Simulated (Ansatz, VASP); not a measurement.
# ZnCuSCl: VASP beside Ansatz

Aim: how closely do two programs agree when they are given the same cell, functional and k mesh? The cell is generated by rule, not measured, and may not be a known phase. The cell is taken from a series of runs on this material, whose earlier steps may have relaxed, scaled, displaced or heated it; both programs get it as it stands.

Method: plane waves, with VASP 6.6.1 beside it; relaxation of cell and atoms at PBE, in Ansatz 0.2.0.

The structure was built from a prototype and need not be the compound's stable phase.

### Step 1. Starting point

The structure is orthorhombic, space group Pmm2 (No. 25). Conventional cell: a = 3.875 Å, b = 3.970 Å, c = 10.790 Å, α = 90.00°, β = 90.00°, γ = 90.00°. Nearest to Cl lie 4 Cu at 2.22 to 2.67 Å. Cl has 2 Zn at 2.47 Å and 2 Cu at 2.56 Å nearest. Nearest to Cu lie 2 S at 2.19 Å and 2 Cl at 2.67 Å. Nearest to Cu lie 4 Cl at 2.22 to 2.56 Å. S has 4 Zn at 2.28 to 2.46 Å nearest. Nearest to S lie 2 Cu at 2.19 Å and 2 Zn at 2.31 Å. Farther neighbours and most contacts between anions are not listed.

### Step 2. Ansatz: relaxation of cell and atoms, PBE, pair 1

Ansatz runs on its default PAW (the set named soft_2) files.

The relaxed volume is the usual yardstick between codes: in a stiff, nearly cubic crystal its relative difference is about their pressure difference at one cell divided by the bulk modulus.

File input.yaml:

```yaml
crystal:
  lattice:
    - [2.7403223128, 2.7403223128, 0.0]
    - [-2.8074150444, 2.8074150444, 0.0]
    - [0.0, 0.0, 10.7899636415]
  atoms:
    - { symbol: Cl, position: [0.5, 0.0, 0.6345608384] }
    - { symbol: Cl, position: [1.0, 0.5, 0.8824392107] }
    - { symbol: Cu, position: [0.0, 0.0, 0.4646618703] }
    - { symbol: Cu, position: [0.5, 0.5, 0.7274790334] }
    - { symbol: S, position: [0.5, 0.0, 0.1296823767] }
    - { symbol: S, position: [1.0, 0.5, 0.3794389012] }
    - { symbol: Zn, position: [0.0, 0.0, 0.0180556099] }
    - { symbol: Zn, position: [0.5, 0.5, 0.2636821594] }
kpoints:
  mp_grid: { grid: [8, 8, 4] }
hamiltonian:
  xc: pbe
scf:
  occupations: { method: fixed }
output:
  forces: true
  stress: true
  eigenvalues: true
relax:
  adjacent_minimum: "off"
  f_tol: 0.001
  max_steps: 60
  cell: { stress_tol: 0.01 }
```

Launch:

```
$ ansatz run input.yaml --threads 8 --pin off --max-ram 14336MiB --backend cpu --events-out ev --progress --plain --runs-dir out
```

Numbers of over 12 decimals in the logs are rounded to 6 here.

What it wrote:

```text
Engine: ansatz 0.2.0, aarch64-unknown-linux-gnu
Pseudopotentials: kind: paw
Pseudopotential: Cl, paw, valence charge 7, recommended cutoff 420 eV (normal), Cl.paw.azcp
Pseudopotential: Cu, paw, valence charge 19, recommended cutoff 420 eV (normal), Cu.paw.azcp
Pseudopotential: S, paw, valence charge 6, recommended cutoff 420 eV (normal), S.paw.azcp
Pseudopotential: Zn, paw, valence charge 12, recommended cutoff 420 eV (normal), Zn.paw.azcp
Functional definition: PBE
  parameter kappa = 0.804
  parameter beta = 0.066725
  exchange = pbe_x(kappa = kappa, mu = beta*pi^2/3)
  correlation = pbe_c(beta = beta)
Crystal: 8 atoms, lattice volume = 166.019 Å³
Basis set: ecut = 420 eV, 3293 PW (Γ), exchange–correlation on 54×54×150 points (8 copies of the dense FFT grid, shifted against one another)
Bands: 53, of which v1, the nominal top of the filled ones, is band 44 counted from 1 (43 counted from 0)
Symmetry: 4 space group operations
Space group: Pmm2 (ITA 25), of the structure as read, at distance tolerance 5.5e-5 Å
k-points: 75 of 256 (time reversal used)
Non-local potential: Cl, projectors of the file, l = 0: 2, l = 1: 2, l = 2: 2
Non-local potential: Cu, projectors of the file, l = 0: 3, l = 1: 2, l = 2: 3, l = 3: 1
Non-local potential: S, projectors of the file, l = 0: 2, l = 1: 2, l = 2: 2
Non-local potential: Zn, projectors of the file, l = 0: 2, l = 1: 2, l = 2: 3, l = 3: 1
PAW form: soft (Blöchl's): semilocal exchange-correlation on the pseudo side does not see the compensation charge
PAW one-centre angular grid: Cl, 110 points (default); XC on 64 Gauss nodes
PAW one-centre angular grid: Cu, 590 points (default); XC on 64 Gauss nodes
PAW one-centre angular grid: S, 110 points (default); XC on 64 Gauss nodes
PAW one-centre angular grid: Zn, 590 points (default); XC on 64 Gauss nodes
Initial density: superposition of atomic densities (neutral atoms: chi_scale 0, normalization atom), corrected by the library's trained network
Initial wavefunctions: pseudopotential atomic-orbital guess
Functional: x = pbe(κ = 0.804, μ = 0.219515), c = pbe(β = 0.066725)
SCF iter   1: F=—  HF=-23856.177868 eV  |F-HF|=—  |Δ(HF+E_count)|=         —  Δρ=2.51e-3  dr2=3.47e-2  ethr=1.77e-3  ⟨swp⟩=4.8  Hψ=12972  notcnv=0  defer=485
preconditioner: auto → Resta (q_TF=auto, 2.454 Å⁻¹)  ε∞=7.3  [insulator: Δε(μ)=0.531 eV  Ē_g=9.762 eV  n_scr=48 (ndim 8)  ℏωp=24.5 eV  f_vac=0.092  ε∞_Penn≈7.3]
SCF iter   2: F=—  HF=-23856.174274 eV  |F-HF|=—  |Δ(HF+E_count)|=   3.59e-3  Δρ=1.91e-3  dr2=9.39e-3  ethr=3.94e-5  ⟨swp⟩=2.0  Hψ=6825  notcnv=0  defer=524
SCF iter   3: F=—  HF=-23856.173425 eV  |F-HF|=—  |Δ(HF+E_count)|=   8.49e-4  Δρ=1.99e-3  dr2=7.82e-3  ethr=1.07e-5  ⟨swp⟩=2.0  Hψ=7131  notcnv=0  defer=525
SCF iter   4: F=—  HF=-23856.171864 eV  |F-HF|=—  |Δ(HF+E_count)|=   1.56e-3  Δρ=4.75e-4  dr2=6.76e-4  ethr=8.89e-6  ⟨swp⟩=2.0  Hψ=5000  notcnv=0  defer=525
SCF iter   5: F=—  HF=-23856.171824 eV  |F-HF|=—  |Δ(HF+E_count)|=   3.98e-5  Δρ=4.75e-4  dr2=2.45e-4  ethr=7.68e-7  ⟨swp⟩=2.0  Hψ=6387  notcnv=0  defer=525
SCF iter   6: F=—  HF=-23856.171780 eV  |F-HF|=—  |Δ(HF+E_count)|=   4.34e-5  Δρ=2.10e-4  dr2=5.35e-5  ethr=2.78e-7  ⟨swp⟩=2.0  Hψ=7526  notcnv=0  defer=400
SCF iter   7: F=—  HF=-23856.171739 eV  |F-HF|=—  |Δ(HF+E_count)|=   4.13e-5  Δρ=6.26e-5  dr2=7.39e-6  ethr=6.07e-8  ⟨swp⟩=2.0  Hψ=7060  notcnv=0  defer=239
SCF iter   8: F=—  HF=-23856.171744 eV  |F-HF|=—  |Δ(HF+E_count)|=   4.53e-6  Δρ=5.07e-5  dr2=3.09e-6  ethr=8.40e-9  ⟨swp⟩=2.0  Hψ=6162  notcnv=0  defer=239
SCF iter   9: F=—  HF=-23856.171745 eV  |F-HF|=—  |Δ(HF+E_count)|=   1.82e-6  Δρ=1.75e-5  dr2=4.76e-7  ethr=3.51e-9  ⟨swp⟩=2.0  Hψ=6146  notcnv=0  defer=239
SCF iter  10: F=-23856.171746 eV  HF=-23856.171746 eV  |F-HF|=2.50e-8  |Δ(HF+E_count)|=   2.56e-7  Δρ=6.43e-6  dr2=6.38e-8  ethr=1.14e-10  ⟨swp⟩=11.0  Hψ=20616  notcnv=0
SCF 1 converged in 10 iterations: F = -23856.171746 eV  dr2 = 6.38e-8
  greatest PAW one-centre occupation: 1.000 electrons in one spin orbital (limit 2), on the Cu atom at site 3 (counted from 0), in its partial waves of l = 0
relax step   1: F+E_penalty+E_count = -23856.17174575 eV  Δ(F+E_penalty+E_count) = +0.000e0 eV  max|allowed force component| = 1.038e-3 eV/Å  Δτ_max = 0.0000 Å  P = +0.000 GPa  Ω = 166.019 Å³  (10 SCF iters, dr2 threshold 1.00e-7 eV, accepted)
[...]
relax step   2: F+E_penalty+E_count = -23856.17174580 eV  Δ(F+E_penalty+E_count) = -5.316e-8 eV  max|allowed force component| = 8.586e-4 eV/Å  Δτ_max = 0.0001 Å  P = +0.000 GPa  Ω = 166.020 Å³  energy of the carried Pulay correction = -1.418e-7 eV  (8 SCF iters, dr2 threshold 6.73e-11 eV, accepted)
[...]
relax step   3: F+E_penalty+E_count = -23856.17174477 eV  Δ(F+E_penalty+E_count) = +1.038e-6 eV  max|allowed force component| = 8.572e-4 eV/Å  Δτ_max = 0.0000 Å  P = +0.000 GPa  Ω = 166.020 Å³  stress off target by 4.49e-3 GPa  SCF on the basis re-selected at this cell (its energy is not comparable with the rows above)  (7 SCF iters)
basis re-selected at this cell: Δ(F+E_penalty+E_count) = +1.038e-6 eV, ΔP = +0.000 GPa vs the last step (what re-selecting the basis moved, of the pressure what is left beyond the Pulay correction that the steps carried, after the strain that the cell walked since its last selection, with what the two solves' SCF thresholds leave and, on support functions, any second-order correction that the steps lacked; it is no m [...]
SCF converged after 7 iterations
Free energy (F): -23856.171745 eV
Harris-Foulkes:  -23856.171745 eV  (|F-HF|=7.28e-12)
Internal energy: -23856.171745 eV  (E = F + TS)
E sigma→0 (E₀):  -23856.171745 eV
Fermi energy:    6.730949 eV
--- Per-component energies (eV) ---
  E_band       = -1081.627563
  E_kinetic    = 1397.973613
  E_local      = -16813.879723  (includes V_loc(G=0)·N_el)
  E_nonlocal   = 2152.147375
  E_hartree    = 7339.247149
  E_xc         = -855.975738
  E_vxc        = -746.003955  (∫ρ·V_xc dr)
  E_paw        = -9527.602831  (= ΣΔE_a)
  E_vpaw       = -1750.359265  (= ΣTr[D̂ρ^β])
  E_aug_tail   = 0.000019  (compensation charges beyond the density's cutoff)
  E_ewald      = -7548.081608
  E_smearing   = -0.000000  (= −TS)
  E_closure    = -0.000000  (closes the sum)
  Σ components = -23856.171745   (vs F -23856.171745, Δ=0.00e0)
--- Forces (eV/Å), atoms counted from 1 ---
  atom   1  Cl     0.00000000     0.00000000    -0.00064855
  atom   2  Cl     0.00000000    -0.00000000    -0.00030582
  atom   3  Cu    -0.00000000     0.00000000     0.00032344
  atom   4  Cu    -0.00000000    -0.00000000     0.00085720
  atom   5  S      0.00000000     0.00000000     0.00005244
  atom   6  S      0.00000000     0.00000000    -0.00028813
  atom   7  Zn     0.00000000     0.00000000    -0.00000667
  atom   8  Zn     0.00000000     0.00000000     0.00001637
  max |Σ_I F_I| component: 2.78e-7 eV/Å
--- Stress (GPa, compression-positive) ---
        0.000620      -0.003867       0.000000
       -0.003867       0.000620       0.000000
        0.000000       0.000000      -0.000325
  P = ⅓ Tr σ = 0.0003 GPa (0.003 kbar)
--- Band table (eV; the first three rows and the last of 75) ---
  k-point 0: bands = [... 40 lower, 6.0172, 6.0309, 6.2825, 6.7244, 7.1924, 8.9848, 9.0658, 9.6669, ... 5 higher]
  k-point 1: bands = [... 40 lower, 6.0143, 6.0277, 6.1673, 6.7126, 7.4477, 8.8172, 9.0721, 9.5461, ... 5 higher]
  k-point 2: bands = [... 40 lower, 5.9959, 6.0385, 6.0520, 6.7005, 7.7720, 8.5271, 9.0865, 9.4847, ... 5 higher]
  k-point 74: bands = [... 40 lower, 5.4644, 5.5255, 5.6786, 5.8109, 9.2235, 9.5449, 9.5601, 10.3780, ... 5 higher]
--- Relaxed structure (2 steps of the walk, 2 accepted, 1 SCFs on fresh bases) ---
  F+E_penalty+E_count = -23856.17174477 eV   max|allowed force component| = 8.572e-4 eV/Å   (the final SCF, on the basis selected at the relaxed cell)
  cell:  # Å, volume = 166.0196 Å³
    - [2.740269, 2.740269, 0]
    - [-2.807376, 2.807376, 0]
    - [0, 0, 10.790349]
  atoms:
    - { symbol: Cl, position: [0.500000, 0, 0.634560] }
    - { symbol: Cl, position: [1.000000, 0.500000, 0.882439] }
    - { symbol: Cu, position: [0, 0, 0.464663] }
    - { symbol: Cu, position: [0.5, 0.5, 0.727486] }
    - { symbol: S, position: [0.500000, 0, 0.129682] }
    - { symbol: S, position: [1.000000, 0.500000, 0.379436] }
    - { symbol: Zn, position: [0, 0, 0.018054] }
    - { symbol: Zn, position: [0.5, 0.5, 0.263679] }
```

In the SCF lines HF is the Harris–Foulkes energy and dr2 the Hartree energy of the density residual, in eV; the loop may stop once dr2 is under the threshold and the program's other checks hold. Hψ counts applications of the Hamiltonian.

[end of part 1 of 2]

[Lines on the potential files, build, host, timing and source positions are cut from VASP's logs without a mark.]

[Logs are printed without paths, hosts, clocks, repeated set-up lines and the standing remarks that a program may print on its own settings, such as how far it seeks lower states.]

[Hosts, paths, dates, database ids (printed as entryN), source tags and the programs' standing remarks are cut or masked in the printed files.]
